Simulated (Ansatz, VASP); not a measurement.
# Te (Tellurium): VASP beside Ansatz, part 2 of 2

One calculation is typed for both programs; each brings its own data sets. How far apart do they land? The cell is taken from a series of runs on this material, whose earlier steps may have relaxed, scaled, displaced or heated it; both programs get it as it stands.

VASP 6.6.1 and Ansatz 0.2.0.

So far: Starting point; Ansatz: zone-centre phonons, PBE with D3(BJ).

## Step 3: VASP: zone-centre phonons, PBE with D3(BJ)

Level of this step: PBE with D3(BJ); plane waves and PAW (Te) (VASP).

The same cell, functional, mesh and smearing now go to VASP, with its own data sets.

Lines of VASP's logs that name or quote its potential files are left out, and so is its time.

The input, INCAR:

```
SYSTEM = Te
PREC = Accurate
ENCUT = 500
EDIFF = 1E-08
NELM = 120
ISMEAR = 1
SIGMA = 0.2
LREAL = .FALSE.
ALGO = Normal
GGA = PE
IVDW = 12
NBANDS = 15
LORBIT = 11
LWAVE = .FALSE.
LCHARG = .FALSE.
ISIF = 2
IBRION = 6
NFREE = 2
POTIM = 0.015
NSW = 1
LASPH = .TRUE.
GGA_COMPAT = .FALSE.
KPAR = 2
```

The input, POSCAR:

```
Te
1.0
    4.3139307111      0.0000000000      0.0000000000
   -2.1569653555      3.7359735859      0.0000000000
    0.0000000000      0.0000000000      5.9747238141
Te
3
Direct
    0.2847393115      0.0000000000      0.3333333333
    0.0000000000      0.2847393115      0.6666666667
    0.7152606885      0.7152606885      0.0000000000
```

The input, KPOINTS:

```
Automatic mesh
0
Gamma
12 12 8
0 0 0
```

Potentials, in the order of the species: Te (PBE family, release 64).

The run is started by

```sh
mpirun -np 2 vasp_std
```

Numbers of over 12 decimals in the logs are rounded to 6 here.

The log of the run:

```text
[banner, memory and clock lines left out]
running    2 mpi-ranks, on    1 nodes
 distrk:  each k-point on    1 cores,    2 groups
 distr:  one band on    1 cores,    1 groups

 POSCAR found type information on POSCAR Te
 POSCAR found :  1 types and       3 ions
 LDA part: xc-table for (Slater+PW92), standard interpolation
 POSCAR, INCAR and KPOINTS ok, starting setup
 FFT: planning ... GRIDC
 FFT: planning ... GRID_SOFT
 FFT: planning ... GRID
 WAVECAR not read
 entering main loop
       N       E                     dE             d eps       ncg     rms          rms(c)
DAV:   1     0.727597827085E+02    0.72760E+02   -0.64588E+03  3930   0.937E+02
DAV:   2    -0.472400261115E+01   -0.77484E+02   -0.73834E+02  5309   0.140E+02
DAV:   3    -0.930119533212E+01   -0.45772E+01   -0.45503E+01  4616   0.386E+01
DAV:   4    -0.938042069801E+01   -0.79225E-01   -0.79200E-01  5855   0.593E+00
DAV:   5    -0.938158363200E+01   -0.11629E-02   -0.11629E-02  4989   0.622E-01    0.131E+01
DAV:   6    -0.937487701666E+01    0.67066E-02   -0.12204E-02  5043   0.701E-01    0.817E+00
DAV:   7    -0.937567726857E+01   -0.80025E-03   -0.25345E-02  4679   0.103E+00    0.243E-01
DAV:   8    -0.937538456422E+01    0.29270E-03   -0.43146E-03  4574   0.379E-01    0.127E-01
DAV:   9    -0.937540772384E+01   -0.23160E-04   -0.12083E-04  5605   0.750E-02    0.937E-02
DAV:  10    -0.937543424029E+01   -0.26516E-04   -0.33215E-05  4722   0.374E-02    0.245E-02
DAV:  11    -0.937543235884E+01    0.18815E-05   -0.76441E-06  5127   0.172E-02    0.821E-03
DAV:  12    -0.937543259827E+01   -0.23943E-06   -0.77069E-07  5218   0.520E-03    0.346E-03
DAV:  13    -0.937543277828E+01   -0.18002E-06   -0.32601E-07  4602   0.349E-03    0.221E-03
DAV:  14    -0.937543281489E+01   -0.36608E-07   -0.38826E-08  5351   0.120E-03    0.551E-04
DAV:  15    -0.937543282392E+01   -0.90306E-08   -0.70964E-09  3022   0.514E-04
   1 F= -.10745448E+02 E0= -.10746413E+02  d E =0.289635E-02
[...]
2 F= -.10745304E+02 E0= -.10746317E+02  d E =0.303932E-02
[...]
3 F= -.10744998E+02 E0= -.10745925E+02  d E =0.277933E-02
[...]
4 F= -.10745186E+02 E0= -.10746152E+02  d E =0.289952E-02
[...]
5 F= -.10745186E+02 E0= -.10746152E+02  d E =0.289952E-02
[...]
6 F= -.10744892E+02 E0= -.10745858E+02  d E =0.289848E-02
 Finite differences progress:
  Degree of freedom:   3/  3
  Displacement:        1/  2
  Total:               5/  6
 bond charge predicted
       N       E                     dE             d eps       ncg     rms          rms(c)
DAV:   1    -0.937478738021E+01    0.90074E-04   -0.19543E-01 17883   0.220E+00    0.401E-01
DAV:   2    -0.937482624881E+01   -0.38869E-04   -0.80976E-03 22335   0.547E-01    0.213E-01
DAV:   3    -0.937487772267E+01   -0.51474E-04   -0.60450E-04 21033   0.141E-01    0.151E-01
DAV:   4    -0.937487729291E+01    0.42977E-06   -0.27469E-05 23782   0.327E-02    0.639E-02
DAV:   5    -0.937487744288E+01   -0.14997E-06   -0.48821E-06 22335   0.152E-02    0.109E-02
DAV:   6    -0.937487743815E+01    0.47311E-08   -0.60756E-07 22027   0.496E-03    0.529E-03
DAV:   7    -0.937487745705E+01   -0.18898E-07   -0.17299E-07 22594   0.218E-03    0.123E-03
DAV:   8    -0.937487746234E+01   -0.52916E-08   -0.13436E-08 15126   0.780E-04
   7 F= -.10744892E+02 E0= -.10745858E+02  d E =0.289848E-02
 Finite differences progress:
  Degree of freedom:   3/  3
  Displacement:        2/  2
  Total:               6/  6
```

OUTCAR, selected parts (step 3):

```text
ion  position               nearest neighbor table
   1  0.285  0.000  0.333-   3 2.91   2 2.91   3 3.35   3 3.35   2 3.35   2 3.35
   2  0.000  0.285  0.667-   3 2.91   1 2.91   3 3.35   3 3.35   1 3.35   1 3.35
   3  0.715  0.715  0.000-   2 2.91   1 2.91   1 3.35   2 3.35   1 3.35   2 3.35

  LATTYP: Found a hexagonal cell.
 ALAT       =     4.3139307111
 C/A-ratio  =     1.3849837223

 Subroutine GETGRP returns: Found  6 space group operations
 (whereof  2 operations were pure point group operations)

The static configuration has the point symmetry C_2 .
 The point group associated with its full space group is D_3 .

 Found    131 irreducible k-points:

   k-points           NKPTS =    131   k-points in BZ     NKDIM =    131   number of bands    NBANDS=     15

   dimension x,y,z NGX =    32 NGY =   32 NGZ =   48
   dimension x,y,z NGXF=    64 NGYF=   64 NGZF=   96

   ENCUT  =  500.0 eV  36.75 Ry    6.06 a.u.   7.87  7.87 10.89*2*pi/ulx,y,z

   NELECT =      18.0000    total number of electrons

 k-points in reciprocal lattice and weights: Automatic mesh
   0.00000000  0.00000000  0.00000000       0.001
   0.08333333 -0.00000000  0.00000000       0.005
   0.16666667 -0.00000000  0.00000000       0.005
   0.25000000 -0.00000000  0.00000000       0.005
   0.33333333 -0.00000000  0.00000000       0.005
   0.41666667  0.00000000  0.00000000       0.005
   0.50000000 -0.00000000  0.00000000       0.003
   0.08333333  0.08333333  0.00000000       0.005
   0.16666667  0.08333333  0.00000000       0.010
[...]
0.33333333  0.25000000  0.50000000       0.010
   0.33333333  0.33333333  0.50000000       0.002

 Edisp (eV)   -1.37001

 average (electrostatic) potential at core
       1 -88.4171       2 -88.3969       3 -88.4372

 E-fermi :   6.6126

 k-point     1 :       0.0000    0.0000    0.0000
  band No.  band energies     occupation
    ...
      5       4.1024      2.00000
      6       4.1045      2.00000
      7       4.9154      2.00000
      8       4.9177      2.00000
      9       5.5456      2.00000
     10       7.6622     -0.00000
     11       7.6889     -0.00000
     12       8.3827     -0.00000
     13      11.5328      0.00000
     14      11.5617      0.00000
    ...

 k-point     2 :       0.0833   -0.0000    0.0000
  band No.  band energies     occupation
    ...
      5       3.7200      2.00000
      6       3.8888      2.00000
      7       5.2047      2.00000
      8       5.3808      2.00000
      9       5.8872      2.00000
     10       7.4080     -0.00000
     11       7.5968     -0.00000
     12       8.2262     -0.00000
     13      11.3617      0.00000
     14      11.5248      0.00000
    ...

 k-point     3 :       0.1667   -0.0000    0.0000
  band No.  band energies     occupation
    ...
      5       3.1581      2.00000
      6       3.5294      2.00000
      7       5.5855      2.00000
      8       5.7078      2.00000
      9       6.0393      2.00039
     10       7.3769     -0.00000
     11       7.4499     -0.00000
     12       8.0276     -0.00000
     13      10.7592      0.00000
     14      11.6296      0.00000
    ...

 Edisp (eV)   -1.37001

  Total      -0.01232    -0.01286    -0.02176     0.03070     0.00009     0.07333
  in kB      -0.20491    -0.21393    -0.36213     0.51087     0.00145     1.22016
  external pressure =       -0.26 kB  Pullay stress =        0.00 kB

  energy-cutoff  :      500.00
  volume of cell :       96.29
      direct lattice vectors                 reciprocal lattice vectors
     4.313930711  0.000000000  0.000000000     0.231807154  0.133833923  0.000000000
    -2.156965356  3.735973586  0.000000000     0.000000000  0.267667845  0.000000000
     0.000000000  0.000000000  5.974723814     0.000000000  0.000000000  0.167371753

 POSITION                                       TOTAL-FORCE (eV/Angst)
 -----------------------------------------------------------------------------------
      1.22835      0.00000      1.97657         0.011149      0.006357      0.074367
     -0.61417      1.06378      3.98315        -0.000056      0.005999     -0.036138
      1.54279      2.67220      0.00000        -0.011094     -0.012356     -0.038229
 -----------------------------------------------------------------------------------
    total drift:                                0.000001     -0.000033     -0.000046

  FREE ENERGIE OF THE ION-ELECTRON SYSTEM (eV)
  ---------------------------------------------------
  free  energy   TOTEN  =       -10.7448917112 eV

  energy  without entropy=      -10.7477901909  energy(sigma->0) =      -10.74585787

 Eigenvectors and eigenvalues of the dynamical matrix
 ----------------------------------------------------

   1 f  =    3.821104 THz    24.008705 2PiTHz  127.458315 cm-1    15.802810 meV
             X         Y         Z           dx          dy          dz
      1.228346  0.000000  1.991575    -0.059081    0.101851    0.691544
     -0.614173  1.063779  3.983149     0.117746    0.000170   -0.692934
      1.542793  2.672195  0.000000    -0.058726   -0.102126    0.001390

   2 f  =    3.821104 THz    24.008705 2PiTHz  127.458315 cm-1    15.802810 meV
             X         Y         Z           dx          dy          dz
      1.228346  0.000000  1.991575    -0.101921   -0.059040   -0.400869
     -0.614173  1.063779  3.983149    -0.000240    0.117786   -0.398460
      1.542793  2.672195  0.000000     0.102056   -0.058685    0.799329

   3 f  =    2.978413 THz    18.713921 2PiTHz   99.349165 cm-1    12.317721 meV
             X         Y         Z           dx          dy          dz
      1.228346  0.000000  1.991575    -0.577350   -0.000000    0.000000
     -0.614173  1.063779  3.983149     0.288675   -0.500000    0.000000
      1.542793  2.672195  0.000000     0.288675    0.500000   -0.000000

   4 f  =    2.670790 THz    16.781071 2PiTHz   89.087979 cm-1    11.045497 meV
             X         Y         Z           dx          dy          dz
      1.228346  0.000000  1.991575    -0.000000   -0.577350   -0.000001
     -0.614173  1.063779  3.983149     0.500000    0.288675   -0.000001
      1.542793  2.672195  0.000000    -0.500000    0.288675   -0.000001

   5 f  =    2.441729 THz    15.341833 2PiTHz   81.447296 cm-1    10.098173 meV
             X         Y         Z           dx          dy          dz
      1.228346  0.000000  1.991575     0.382502    0.416123   -0.122612
     -0.614173  1.063779  3.983149     0.169090   -0.539308   -0.036306
      1.542793  2.672195  0.000000    -0.551631    0.123227    0.158918

   6 f  =    2.441729 THz    15.341833 2PiTHz   81.447296 cm-1    10.098173 meV
             X         Y         Z           dx          dy          dz
      1.228346  0.000000  1.991575     0.416095   -0.382528    0.112713
     -0.614173  1.063779  3.983149    -0.539336   -0.169116   -0.162541
      1.542793  2.672195  0.000000     0.123199    0.551605    0.049828

   7 f/i=    0.000007 THz     0.000042 2PiTHz    0.000221 cm-1     0.000027 meV
             X         Y         Z           dx          dy          dz
      1.228346  0.000000  1.991575    -0.000000   -0.000001    0.577350
     -0.614173  1.063779  3.983149     0.000001    0.000001    0.577350
      1.542793  2.672195  0.000000    -0.000001    0.000001    0.577350

   8 f/i=    0.000279 THz     0.001756 2PiTHz    0.009321 cm-1     0.001156 meV
             X         Y         Z           dx          dy          dz
      1.228346  0.000000  1.991575     0.130146   -0.562481   -0.000060
     -0.614173  1.063779  3.983149     0.130152   -0.562498    0.000018
      1.542793  2.672195  0.000000     0.130134   -0.562494    0.000042

   9 f/i=    0.000279 THz     0.001756 2PiTHz    0.009321 cm-1     0.001156 meV
             X         Y         Z           dx          dy          dz
      1.228346  0.000000  1.991575     0.562501    0.130142    0.000014
     -0.614173  1.063779  3.983149     0.562484    0.130136   -0.000059
      1.542793  2.672195  0.000000     0.562488    0.130154    0.000045

 ELASTIC MODULI CONTR FROM IONIC RELAXATION (kBar)
 Direction    XX          YY          ZZ          XY          YZ          ZX
 --------------------------------------------------------------------------------
 XX        -196.8347    -61.5988   -163.0661     -0.0000    -99.0289     -0.0000
 YY         -61.5988   -196.8347   -163.0661     -0.0000     99.0289      0.0000
 ZZ        -163.0661   -163.0661   -205.7826     -0.0000      0.0000     -0.0000
 XY          -0.0000     -0.0000     -0.0000    -67.6180      0.0000    -99.0289
 YZ         -99.0289     99.0289      0.0000      0.0000   -160.2013     -0.0000
 ZX          -0.0000      0.0000     -0.0000    -99.0289     -0.0000   -160.2013
 --------------------------------------------------------------------------------

 total charge
# of ion       s       p       d       tot
------------------------------------------
    1        1.438   1.805   0.046   3.290
    2        1.438   1.805   0.046   3.290
    3        1.438   1.805   0.046   3.290
--------------------------------------------------
tot          4.315   5.416   0.139   9.870

[... 3 further parts left out ...]
```

CONTCAR:

```
Te
   1.00000000000000
     4.3139307111000003    0.0000000000000000    0.0000000000000000
    -2.1569653555000001    3.7359735859000001    0.0000000000000000
     0.0000000000000000    0.0000000000000000    5.9747238140999999
  Te
     3
Direct
     0.2847393114999974    0.0000000000000000    0.3308227570011226
     0.0000000000000000    0.2847393114999974    0.6666666667000030
     0.7152606885000026    0.7152606885000026    0.0000000000000000
```

Levels, forces or a CONTCAR printed for this step are those of its last displaced cell, not of the structure at rest.

## Step 4: Comparison

Known differences besides the potentials themselves: the data sets hold 48 valence electrons in Ansatz (on its PAW soft_1 files) and 18 in VASP; the cutoff is 420 eV in Ansatz and 500 eV in VASP; Ansatz takes the dispersion share of the force constants at frozen C6 weights, VASP differentiates the full forces; VASP uses finite displacements, Ansatz perturbation theory. Total energies have different zeros and are not compared.

The two programs side by side:

| quantity | Ansatz | VASP | difference |
| --- | --- | --- | --- |
| optical mode 1 to 2 (cm⁻¹) | 81.7 | 81.4 | +0.33 % |
| optical mode 3 (cm⁻¹) | 89.0 | 89.1 | -0.09 % |
| optical mode 4 (cm⁻¹) | 98.6 | 99.3 | -0.76 % |
| optical mode 5 to 6 (cm⁻¹) | 127.7 | 127.5 | +0.22 % |

Modes are paired by rising frequency, not by their patterns, so a pair may set unlike modes beside each other; they are those without the splitting of longitudinal modes.

## Step 5: Summary of results

```
r.m.s. difference of the optical zone-centre modes, each program's sorted by frequency (zone-centre phonons, PBE with D3(BJ)) : 0.39 cm⁻¹
difference in optical mode 4 (zone-centre phonons, PBE with D3(BJ))                                                           : -0.8 %
```

**Reading.** The r.m.s. difference of the optical zone-centre modes, each program's sorted by frequency is 0.39 cm⁻¹ (zone-centre phonons, PBE with D3(BJ)). The data sets hold unlike numbers of valence electrons (48 in Ansatz and 18 in VASP), so part of the differences comes from the potentials. Among the rows given in per cent, the largest difference of the zone-centre phonons, PBE with D3(BJ) pair is in optical mode 4, -0.8 %. Such differences can come from data sets, numerical settings and the points named under the comparisons, not from the functional's error against experiment.

[Lines on the potential files, build, host, timing and source positions are cut from VASP's logs without a mark.]

[Logs are printed without paths, hosts, clocks, repeated set-up lines and the standing remarks that a program may print on its own settings, such as how far it seeks lower states.]

[Hosts, paths, dates, database ids (printed as entryN), source tags and the programs' standing remarks are cut or masked in the printed files.]
